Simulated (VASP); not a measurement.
These are HSE06 screened hybrid, VASP's PBE PAW potentials (set 64) (plane waves; VASP 6.6.1) values and carry that method's errors.

A VASP calculation is set up with these files.

**INCAR**
```
SYSTEM = Al35GaN36
PREC = Normal
ENCUT = 400
EDIFF = 1E-5
NELM = 50
ALGO = Normal
LREAL = Auto
LASPH = .TRUE.
ISMEAR = 0
SIGMA = 0.05
GGA = PE
LMAXMIX = 4
LWAVE = .FALSE.
LCHARG = .FALSE.
NELMIN = 4
ISYM = 0
HFSCREEN = 0.2
AEXX = 0.25
LHFCALC = .TRUE.
PRECFOCK = Fast
ISIF = 0
```

**POSCAR**
```
Al35GaN36
1
    4.6932676572    -8.1289780182     0.0000000000
    4.6932676572     8.1289780182     0.0000000000
    0.0000000000     0.0000000000    10.0192026154
Al N Ga
35 36 1
Direct
  0.2219980054   0.1107095557   0.2495816590
  0.1105575215   0.2213640725   0.9997298139
  0.2219278540   0.1106734880   0.7495371021
  0.1097100175   0.2207614010   0.4995987729
  0.2211745551   0.4438631882   0.2479628876
  0.1105494592   0.5556990494   0.9996715228
  0.2205306324   0.4434462812   0.7515538165
  0.1097140991   0.5550901629   0.4995881759
  0.2220164254   0.7776381286   0.2495861882
  0.1110061328   0.8886834929   0.9996500057
  0.2220582957   0.7774817685   0.7495283858
  0.1107724260   0.8884085565   0.4996326730
  0.5553689907   0.1108774720   0.2497160991
  0.4440814224   0.2214030371   0.9996540057
  0.5554178838   0.1107598548   0.7496447362
  0.4441139658   0.2208380333   0.4996922341
  0.5556596935   0.4437256805   0.2480210066
  0.4442522714   0.5553253356   0.9995340098
  0.5558280048   0.4433569263   0.7515315091
  0.5557680553   0.7781945964   0.2480574457
  0.4441329249   0.8890965372   0.9997716411
  0.5559489323   0.7786212978   0.7515133896
  0.4441880623   0.8894160746   0.4996553838
  0.8887330233   0.1108323905   0.2496177226
  0.7777345329   0.2221439579   0.9996653435
  0.8885897204   0.1108256641   0.7494811446
  0.7774590888   0.2218461428   0.4994174346
  0.8886872578   0.4444405462   0.2496436013
  0.7781942355   0.5556724138   0.9998088246
  0.8884558572   0.4440608406   0.7495473065
  0.7782614078   0.5551090536   0.4996894184
  0.8888125147   0.7776646223   0.2496793465
  0.7782401037   0.8891289896   0.9996910919
  0.8886911601   0.7774642922   0.7497154384
  0.7782939859   0.8893528966   0.4996446469
  0.2219011856   0.1106957636   0.4411978508
  0.1105969479   0.2212585420   0.1906402495
  0.2220002238   0.1107346418   0.9408130767
  0.1108951007   0.2219664680   0.6910898505
  0.2143417089   0.4402572578   0.4382666600
  0.1105138543   0.5558030369   0.1905452911
  0.2212600598   0.4438762708   0.9424750755
  0.1108098068   0.5551672728   0.6911357343
  0.2219620934   0.7773246545   0.4411981520
  0.1109348136   0.8886364726   0.1910786411
  0.2221072993   0.7777493615   0.9407737216
  0.1108507780   0.8884710906   0.6909610558
  0.5552476552   0.1107041886   0.4410872314
  0.4438988485   0.2212300198   0.1905857881
  0.5556499842   0.1110162333   0.9408886845
  0.4442229873   0.2218532183   0.6911643087
  0.5587484752   0.4403213290   0.4383805978
  0.4441615179   0.5552317127   0.1910441950
  0.5557446398   0.4438805033   0.9424220539
  0.4440017657   0.5550508701   0.6994263728
  0.5587611463   0.7844445100   0.4383731893
  0.4439718593   0.8890107853   0.1906825723
  0.5557596082   0.7782585292   0.9424394196
  0.4443368015   0.8884492856   0.6911343129
  0.8884352012   0.1105918707   0.4410064659
  0.7776973820   0.2221301444   0.1911109580
  0.8886673017   0.1110372442   0.9407505406
  0.7775100477   0.2219074773   0.6909195981
  0.8884433374   0.4440648201   0.4410200252
  0.7782089260   0.5557993514   0.1907187716
  0.8886029440   0.4442014970   0.9408025263
  0.7772342211   0.5551681857   0.6911784503
  0.8884932157   0.7773542643   0.4412805228
  0.7783477151   0.8890502808   0.1905957226
  0.8889290322   0.7777050239   0.9409514170
  0.7773559656   0.8884217291   0.6911542107
  0.4437840296   0.5548722916   0.5009109218
```

### KPOINTS
```
Regular mesh
0
gamma
 1 1 1
0 0 0
```

POTCAR, in this order: Al N Ga (PBE.64 set). Program: vasp_gam. Read from the step before: WAVECAR.

The supercell is sampled at Γ alone, which is coarse: total energies, pressure and levels can be off, energies of defects by several tenths of an eV.

Q: Estimate the energy per atom (σ→0).

A: 
energy per atom (σ→0): -8.663 eV/atom

### OSZICAR
```
...
DAV:   4    -0.623734537083E+03    0.77424E-02   -0.29947E-03   404   0.113E-01    0.124E+01
DAV:   5    -0.623732127994E+03    0.24091E-02   -0.89640E-04   399   0.624E-02    0.724E+00
DAV:   6    -0.623731321940E+03    0.80605E-03   -0.22063E-04   407   0.386E-02    0.418E+00
DAV:   7    -0.623731051197E+03    0.27074E-03   -0.79783E-05   407   0.244E-02    0.240E+00
DAV:   8    -0.623730970675E+03    0.80522E-04   -0.21655E-05   255   0.137E-02    0.141E+00
DAV:   9    -0.623730945480E+03    0.25195E-04   -0.13545E-05   220   0.109E-02    0.808E-01
DAV:  10    -0.623730941378E+03    0.41026E-05   -0.47791E-06   223   0.605E-03
   1 F= -.62373094E+03 E0= -.62373094E+03  d E =-.168032E-17
```

The cell is a supercell with a defect, built from AlN (wurtzite): Ga_Al. The cell's shape comes from a PBE relaxation. The run is not spin-polarised, so no state with unpaired spins was tried.
